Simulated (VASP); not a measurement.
Crystal: C.

```xyz
4
Lattice="2.4610 0.0000 0.0000 -1.2305 2.1313 0.0000 0.0000 0.0000 6.4397" Properties=species:S:1:pos:R:3 pbc="T T T"
C     0.0000    0.0000    1.6099
C     0.0000    1.4209    1.6099
C     0.0000    0.0000    4.8298
C     1.2305    0.7104    4.8298
```

The cell was built by a generator and needn't be a form met in nature.

Base run:

* Program: VASP 6.6.1
* Functional: PBE
* Dispersion: D2
* Potentials or basis: VASP PAW PBE potentials, release 64 (C)
* Cutoff: 520 eV
* k mesh: 16 × 16 × 4
* Occupations: fermi-dirac, width 0.05 eV
* Spin: no spin polarisation

Its results: band gap on the k mesh 0.43 eV, direct; pressure 0.9 GPa.

Task: After a change of settings the same cell gave: band gap on the k mesh 0.43 eV, direct; pressure 0.4 GPa. Which change was it?
A. functional from PBE to optB88-vdW; dispersion from D2 to none
B. dispersion from D2 to D4
C. functional from PBE to vdW-DF; dispersion from D2 to none
D. functional from PBE to optB86b-vdW; dispersion from D2 to none

Result: B.

Not every run made on this cell is shown here.
